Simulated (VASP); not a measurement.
Output of a VASP run:

### OSZICAR
```
...
DAV:   6    -0.163381325048E+01   -0.24560E-08   -0.52351E-08   315   0.227E-03
   9 F= -.17788021E+01 E0= -.17793116E+01  d E =-.739034E-02
       N       E                     dE             d eps       ncg     rms          rms(c)
DAV:   1    -0.163728668955E+01   -0.34734E-02   -0.76351E-02   738   0.229E+00    0.443E-01
DAV:   2    -0.163496262563E+01    0.23241E-02   -0.63041E-03   688   0.781E-01    0.173E-01
DAV:   3    -0.163416176785E+01    0.80086E-03   -0.35156E-03   930   0.373E-01    0.139E-01
DAV:   4    -0.163425693983E+01   -0.95172E-04   -0.10469E-04  1024   0.763E-02    0.789E-02
DAV:   5    -0.163430640934E+01   -0.49470E-04   -0.32926E-04   931   0.108E-01    0.207E-02
DAV:   6    -0.163430785131E+01   -0.14420E-05   -0.27118E-06   626   0.113E-02    0.104E-02
DAV:   7    -0.163430688221E+01    0.96910E-06   -0.11344E-06   475   0.109E-02
  10 F= -.17784289E+01 E0= -.17789035E+01  d E =0.373118E-03
       N       E                     dE             d eps       ncg     rms          rms(c)
DAV:   1    -0.163522395341E+01   -0.91610E-03   -0.31189E-02   746   0.147E+00    0.270E-01
DAV:   2    -0.163425683305E+01    0.96712E-03   -0.25044E-03   687   0.493E-01    0.107E-01
DAV:   3    -0.163393326054E+01    0.32357E-03   -0.15694E-03   938   0.249E-01    0.877E-02
DAV:   4    -0.163398090990E+01   -0.47649E-04   -0.27323E-05   748   0.484E-02    0.477E-02
DAV:   5    -0.163401458108E+01   -0.33671E-04   -0.14667E-04   912   0.683E-02    0.136E-02
DAV:   6    -0.163401383333E+01    0.74775E-06   -0.91718E-07   500   0.714E-03
  11 F= -.17787138E+01 E0= -.17792114E+01  d E =0.882770E-04
       N       E                     dE             d eps       ncg     rms          rms(c)
DAV:   1    -0.163403142497E+01   -0.16844E-04   -0.31807E-03   776   0.463E-01    0.864E-02
DAV:   2    -0.163392761595E+01    0.10381E-03   -0.24186E-04   695   0.151E-01    0.343E-02
DAV:   3    -0.163389421554E+01    0.33400E-04   -0.17645E-04   936   0.822E-02    0.296E-02
DAV:   4    -0.163390033029E+01   -0.61147E-05   -0.30323E-06   695   0.171E-02    0.141E-02
DAV:   5    -0.163390494907E+01   -0.46188E-05   -0.12698E-05   816   0.210E-02    0.259E-03
DAV:   6    -0.163390481961E+01    0.12946E-06   -0.99387E-08   327   0.257E-03
  12 F= -.17787855E+01 E0= -.17792898E+01  d E =0.166003E-04
       N       E                     dE             d eps       ncg     rms          rms(c)
DAV:   1    -0.163387897513E+01    0.25974E-04   -0.49083E-04   744   0.183E-01    0.344E-02
DAV:   2    -0.163386271314E+01    0.16262E-04   -0.39767E-05   686   0.622E-02    0.138E-02
DAV:   3    -0.163385706235E+01    0.56508E-05   -0.24211E-05   938   0.309E-02    0.111E-02
DAV:   4    -0.163385830322E+01   -0.12409E-05   -0.34795E-07   327   0.598E-03    0.627E-03
DAV:   5    -0.163385960343E+01   -0.13002E-05   -0.26785E-06   737   0.890E-03    0.216E-03
DAV:   6    -0.163385951386E+01    0.89571E-07   -0.82614E-08   315   0.180E-03
  13 F= -.17788044E+01 E0= -.17793114E+01  d E =-.235891E-05
       N       E                     dE             d eps       ncg     rms          rms(c)
DAV:   1    -0.163384626674E+01    0.13337E-04   -0.54992E-05   752   0.612E-02    0.114E-02
DAV:   2    -0.163384420520E+01    0.20615E-05   -0.41225E-06   653   0.196E-02    0.445E-03
DAV:   3    -0.163384348645E+01    0.71875E-06   -0.28331E-06   727   0.107E-02
  14 F= -.17788067E+01 E0= -.17793143E+01  d E =-.459010E-05
```

**OUTCAR**
```
------------------------ aborting loop because EDIFF is reached ----------------------------------------
  Edisp (eV):   -0.14496
  FORCE on cell =-STRESS in cart. coord.  units (eV):
  Direction    XX          YY          ZZ          XY          YZ          ZX
  --------------------------------------------------------------------------------------
  Total      -0.00889    -0.00889    -0.00889    -0.00000     0.00000    -0.00000
  in kB      -0.26636    -0.26636    -0.26636    -0.00000     0.00000    -0.00000
  external pressure =       -0.27 kB  Pullay stress =        0.00 kB
  volume of cell :       53.47
      direct lattice vectors                 reciprocal lattice vectors
    -0.000000000  2.990119104  2.990119104    -0.167217419  0.167217419  0.167217419
     2.990119104 -0.000000000  2.990119104     0.167217419 -0.167217419  0.167217419
     2.990119104  2.990119104  0.000000000     0.167217419  0.167217419 -0.167217419
 POSITION                                       TOTAL-FORCE (eV/Angst)
 -----------------------------------------------------------------------------------
      0.00000      0.00000      0.00000         0.000000      0.000000     -0.000000
 -----------------------------------------------------------------------------------
    total drift:                                0.000000      0.000000      0.000000
  FREE ENERGIE OF THE ION-ELECTRON SYSTEM (eV)
  ---------------------------------------------------
  free  energy   TOTEN  =        -1.7788066570 eV

  energy  without entropy=       -1.7803294479  energy(sigma->0) =       -1.77931425

 reached required accuracy - stopping structural energy minimisation
```
(Selected blocks of OUTCAR.)

File POSCAR:
```
Sr
1
    0.0000000000     3.0400000000     3.0400000000
    3.0400000000     0.0000000000     3.0400000000
    3.0400000000     3.0400000000     0.0000000000
Sr
1
Direct
  0.0000000000   0.0000000000   0.0000000000
```

Reconstruct the remaining input files.

Several could match; the one computed here: the input of the run itself, PBE GGA with D4 dispersion, plane waves, VASP's PBE PAW potentials (set 64).

File KPOINTS:
```
Automatic mesh
0
Gamma
9 9 9
0 0 0
```

### INCAR
```
LREAL  =  .False.   ! projection in real space or not
SIGMA  =  0.1
LASPH  =  .True.
NSW  =  60
NELM  =  100
EDIFFG  =  -0.01
IVDW  =  13
IBRION  =  2   ! conjugate gradients
ISIF  =  3   ! ions, shape and volume
ALGO  =  Normal
GGA  =  PE
PREC  =  Accurate
ISMEAR  =  1   ! Methfessel-Paxton
LMAXMIX  =  4   ! l cut-off of mixed one-centre charges
SYSTEM  =  Sr
ENCUT  =  520   ! plane-wave cut-off (eV)
LCHARG  =  .False.
LWAVE  =  .False.
EDIFF  =  1E-6   ! SCF stop (eV)
```

POTCAR, in this order: Sr_sv (PBE.64 set). Program: vasp_std.

Energy and stress use the plane-wave basis of the starting cell.

The compound is Sr in the fcc structure. This run relaxes it. Symmetry was kept, so distortions that lower it aren't found.
